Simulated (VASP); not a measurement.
An input for Quantum ESPRESSO's pw.x (written as the equivalent of a VASP run, and not itself run):

```
&CONTROL
  calculation = 'scf'
  pseudo_dir = './pseudo'
  outdir = './out'
  tprnfor = .true.
  tstress = .true.
/
&SYSTEM
  ibrav = 0
  nat = 2
  ntyp = 1
  ecutwfc = 82
  occupations = 'smearing'
  smearing = 'gaussian'
  degauss = 0.003675
  input_dft = 'pbesol'
/
&ELECTRONS
  conv_thr = 7.3e-08
  electron_maxstep = 100
/
ATOMIC_SPECIES
  C 12.011 C.upf
CELL_PARAMETERS angstrom
     2.1273200   -1.2282800    0.0000000
     2.1273200    1.2282800    0.0000000
    -1.3790690    0.0000000    3.5028350
ATOMIC_POSITIONS crystal
  C    0.8333600  0.8333600  0.0000900
  C    0.1666400  0.1666400  0.9999100
K_POINTS automatic
  6 6 4 0 0 0
```

### Question
Write the VASP files for the same calculation (PBEsol).

### Answer
Several could match; the one computed here: 
INCAR:
```
SYSTEM = C
PREC = Accurate
ENCUT = 400
EDIFF = 1E-6
NELM = 100
ALGO = Normal
LREAL = .FALSE.
LASPH = .TRUE.
ISMEAR = 0
SIGMA = 0.05
GGA = PS
LWAVE = .FALSE.
LCHARG = .FALSE.
ISIF = 2
```

**POSCAR**
```
C
1
    2.1273200000    -1.2282800000     0.0000000000
    2.1273200000     1.2282800000     0.0000000000
   -1.3790690000     0.0000000000     3.5028350000
C
2
Direct
  0.8333600000   0.8333600000   0.0000900000
  0.1666400000   0.1666400000   0.9999100000
```

**KPOINTS**
```
kpoints
0
Gamma
  6 6 4
0 0 0
```

POTCAR, in this order: C (PBE.64 set). Program: vasp_std.

What does not carry over: the potentials are each code's own (VASP's PAW set, PseudoDojo norm-conserving files in pw.x), so ENCUT and ecutwfc are chosen apart and not converted; conv_thr bounds pw.x's estimated SCF error, while EDIFF bounds the energy change between steps.

The structure comes from a computed database's C entry; how it stands against other phases isn't given here. The cell was not relaxed at this level. The k-mesh is coarse (spacing up to 0.50 per Å, 2π included), so the numbers may not be converged in it. The run is one of a series of settings (KPOINTS 6×6×4 Γ-centred mesh against the base run), some of them coarse on purpose.
